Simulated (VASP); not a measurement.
Computed with rev-vdW-DF2, VASP's PBE PAW potentials (set 64) (plane waves; VASP 6.6.1).

Input for VASP

KPOINTS:
```
Regular mesh
0
Gamma
  14 14 13
0 0 0
```

POSCAR:
```
WC
1
    1.4433747148    -2.4999984151     0.0000000000
    1.4433747148     2.4999984151     0.0000000000
    0.0000000000     0.0000000000     2.8152141405
W C
1 1
Direct
  0.0000000000   0.0000000000   0.0000000000
  0.3333330000   0.6666670000   0.5000000000
```

### INCAR
```
SYSTEM  =  WC
PREC  =  Accurate; ENCUT  =  520; LREAL  =  .FALSE.
LASPH  =  .TRUE.
EDIFF  =  1E-7; NELM  =  100; ALGO  =  Normal
LMAXMIX  =  6
ISMEAR  =  1; SIGMA  =  0.1
GGA  =  MK; LUSE_VDW  =  .TRUE.; AGGAC  =  0.0
PARAM1  =  0.1234568; PARAM2  =  0.7114; ZAB_VDW  =  -1.8867
IBRION  =  2; NSW  =  30; ISIF  =  4
EDIFFG  =  -0.01
LWAVE  =  .FALSE.; LCHARG  =  .FALSE.
```

POTCAR, in this order: W_sv C (PBE.64 set). Program: vasp_std.

Output of the run:

### OUTCAR
```
 ion  position               nearest neighbor table
   1  0.000  0.000  0.000-   2 2.18   2 2.18   2 2.18   2 2.18   2 2.18   2 2.18
   2  0.333  0.667  0.500-   1 2.18   1 2.18   1 2.18   1 2.18   1 2.18   1 2.18
  LATTYP: Found a hexagonal cell.
 ALAT       =     2.8867494943
 C/A-ratio  =     0.9752194106
 Subroutine PRICEL returns:
 Original cell was already a primitive cell.
 Subroutine GETGRP returns: Found 12 space group operations
The static configuration has the point symmetry D_3h.
The dynamic configuration has the point symmetry D_3h.
 Subroutine INISYM returns: Found 12 space group operations
 Subroutine IBZKPT returns following result:
 Found    168 irreducible k-points:

 Following reciprocal coordinates:
            Coordinates               Weight
  0.000000  0.000000  0.000000      1.000000
  0.071429  0.000000  0.000000      6.000000
  0.142857  0.000000  0.000000      6.000000
  0.214286  0.000000  0.000000      6.000000
  0.285714  0.000000  0.000000      6.000000
  0.357143  0.000000  0.000000      6.000000
  0.428571  0.000000  0.000000      6.000000
  0.500000  0.000000  0.000000      3.000000
...
```

**OSZICAR**
```
       N       E                     dE             d eps       ncg     rms          rms(c)
DAV:   1     0.115613939159E+03    0.11561E+03   -0.98639E+03  4376   0.154E+03
DAV:   2    -0.181597460392E+02   -0.13377E+03   -0.13034E+03  5063   0.386E+02
DAV:   3    -0.220709732177E+02   -0.39112E+01   -0.38832E+01  5317   0.612E+01
DAV:   4    -0.221078616442E+02   -0.36888E-01   -0.36875E-01  4833   0.629E+00
DAV:   5    -0.221081529800E+02   -0.29134E-03   -0.29132E-03  5083   0.576E-01    0.337E+01
DAV:   6    -0.191118236256E+02    0.29963E+01   -0.95015E+00  4918   0.317E+01    0.913E+00
DAV:   7    -0.190529155807E+02    0.58908E-01   -0.42059E-01  4523   0.587E+00    0.649E+00
DAV:   8    -0.190291147034E+02    0.23801E-01   -0.62819E-02  4848   0.234E+00    0.948E-01
DAV:   9    -0.190278105126E+02    0.13042E-02   -0.42172E-03  4703   0.471E-01    0.137E-01
DAV:  10    -0.190277997148E+02    0.10798E-04   -0.27144E-04  5033   0.220E-01    0.825E-02
DAV:  11    -0.190277969256E+02    0.27892E-05   -0.30473E-05  4813   0.475E-02    0.128E-02
DAV:  12    -0.190277955331E+02    0.13925E-05   -0.63499E-06  4718   0.243E-02    0.447E-03
DAV:  13    -0.190277955468E+02   -0.13639E-07   -0.13766E-07  3197   0.404E-03
   1 F= -.19027796E+02 E0= -.19027766E+02  d E =-.190278E+02
       N       E                     dE             d eps       ncg     rms          rms(c)
DAV:   1    -0.190351361749E+02   -0.73406E-02   -0.27404E-01  4388   0.632E+00    0.440E-01
DAV:   2    -0.190294529289E+02    0.56832E-02   -0.11966E-02  4633   0.110E+00    0.235E-01
DAV:   3    -0.190274155160E+02    0.20374E-02   -0.39152E-03  4718   0.583E-01    0.811E-02
DAV:   4    -0.190273833186E+02    0.32197E-04   -0.20605E-04  4803   0.139E-01    0.376E-02
DAV:   5    -0.190273800167E+02    0.33020E-05   -0.17636E-05  4643   0.414E-02    0.721E-03
DAV:   6    -0.190273794102E+02    0.60646E-06   -0.25708E-06  4853   0.158E-02    0.245E-03
DAV:   7    -0.190273793419E+02    0.68340E-07   -0.13684E-07  2957   0.393E-03
   2 F= -.19027379E+02 E0= -.19027365E+02  d E =0.416205E-03
       N       E                     dE             d eps       ncg     rms          rms(c)
DAV:   1    -0.190308844522E+02   -0.35050E-02   -0.92238E-02  4388   0.366E+00    0.256E-01
DAV:   2    -0.190289543892E+02    0.19301E-02   -0.40333E-03  4633   0.635E-01    0.136E-01
DAV:   3    -0.190282879265E+02    0.66646E-03   -0.12669E-03  4698   0.333E-01    0.493E-02
DAV:   4    -0.190282749346E+02    0.12992E-04   -0.71540E-05  4833   0.824E-02    0.224E-02
DAV:   5    -0.190282734619E+02    0.14727E-05   -0.61965E-06  4593   0.250E-02    0.446E-03
DAV:   6    -0.190282732790E+02    0.18294E-06   -0.80408E-07  4853   0.918E-03    0.143E-03
DAV:   7    -0.190282732782E+02    0.79535E-09   -0.33600E-08  2224   0.203E-03
   3 F= -.19028273E+02 E0= -.19028251E+02  d E =-.477731E-03
```

### OUTCAR
```
------------------------ aborting loop because EDIFF is reached ----------------------------------------
  FORCE on cell =-STRESS in cart. coord.  units (eV):
  Direction    XX          YY          ZZ          XY          YZ          ZX
  --------------------------------------------------------------------------------------
  Total        1.6227074      1.6227075      1.6287081      0.0000000     -0.0000000      0.0000000
  in kB      127.9648068    127.9648147    128.4380104      0.0000000     -0.0000000      0.0000000
  external PRESSURE =     128.1225439 kB  Pullay stress =       0.0000000 kB
  volume of cell :       20.32
      direct lattice vectors                 reciprocal lattice vectors
     1.441556806 -2.496849706  0.000000000     0.346847240 -0.200252341  0.000000000
     1.441556806  2.496849706 -0.000000000     0.346847240  0.200252341  0.000000000
    -0.000000000  0.000000000  2.822319000    -0.000000000  0.000000000  0.354318559
 POSITION                                       TOTAL-FORCE (eV/Angst)
 -----------------------------------------------------------------------------------
      0.00000     -0.00000      0.00000        -0.000000      0.000000      0.000000
      1.44156      0.83228      1.41116         0.000000     -0.000000     -0.000000
 -----------------------------------------------------------------------------------
    total drift:                                0.000000     -0.000384      0.000000
  FREE ENERGIE OF THE ION-ELECTRON SYSTEM (eV)
  ---------------------------------------------------
  free  energy   TOTEN  =       -19.0282732782 eV

  energy  without entropy=      -19.0282050241  energy(sigma->0) =      -19.02825053

 reached required accuracy - stopping structural energy minimisation
```
(Selected blocks of OUTCAR.)

File CONTCAR:
```
WC
   1.00000000000000
     1.4415568055065437   -2.4968497060416670    0.0000000000000000
     1.4415568055065437    2.4968497060416670   -0.0000000000000000
    -0.0000000000000000    0.0000000000000000    2.8223189996676417
  W               C
     1     1
Direct
     0.0000000000000000    0.0000000000000000    0.0000000000000000
     0.3333330000000032    0.6666669999999968    0.5000000000000000
```

The compound is WC in the wc structure. This cell is one point of a volume scan, at 0.97 of the reference volume. Symmetry was kept, so distortions that lower it aren't found.
